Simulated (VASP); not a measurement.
An input for Ansatz (written as the equivalent of a VASP run, and not itself run):

Ansatz 0.2 input:
```yaml
crystal:
  lattice:
    - [0.0000000, 2.6281633, 2.6281633]
    - [2.6281633, 0.0000000, 2.6281633]
    - [2.6281633, 2.6281633, 0.0000000]
  atoms:
    - { symbol: Sr, position: [0.0000000, 0.0000000, 0.0000000] }
    - { symbol: O, position: [0.5000000, 0.5000000, 0.5000000] }
kpoints:
  mp_grid: { grid: [6, 6, 6] }
hamiltonian:
  xc: pbe0
  pseudopotentials: { kind: paw }
scf:
  occupations: { method: gaussian, width: 0.05 }
  max_iter: 60
output: { forces: true, stress: true, eigenvalues: true }
```

Problem. Translate this input to VASP (INCAR, KPOINTS, POSCAR, choice of POTCAR).

Solution. Several could match; the one computed here: 
**INCAR**
```
! general
SYSTEM   = SrO
PREC     = Accurate
ENCUT    = 520
LREAL    = .FALSE.
LASPH    = .TRUE.
ISYM     = 3

! electronic loop
EDIFF    = 1E-6
NELM     = 60
ALGO     = Normal
LMAXMIX  = 4

! smearing
ISMEAR   = 0
SIGMA    = 0.05

! functional
GGA      = PE
LHFCALC  = .TRUE.
AEXX     = 0.25
HFRCUT   = -1
PRECFOCK = Fast

! ions
ISIF     = 2

! output
LWAVE    = .FALSE.
LCHARG   = .FALSE.
```

### KPOINTS
```
Automatic mesh
0
Gamma
6 6 6
0 0 0
```

File POSCAR:
```
SrO
1.0
  0.0000000000   2.6281632655   2.6281632655
  2.6281632655   0.0000000000   2.6281632655
  2.6281632655   2.6281632655   0.0000000000
Sr O
1 1
Direct
  0.0000000000   0.0000000000   0.0000000000
  0.5000000000   0.5000000000   0.5000000000
```

POTCAR, in this order: Sr_sv O (PBE.64 set). Program: vasp_std. Read from the step before: WAVECAR.

What does not carry over: each code has its own PAW files, so the cut-off isn't converted (ENCUT is set for VASP's; basis.ecutwfc is left out, and Ansatz then takes the one that its files recommend); Ansatz stops its SCF on the density residual and VASP on the energy change (EDIFF).

The compound is SrO in the rock salt structure. This cell is one point of a volume scan, at 1.03 of the reference volume.
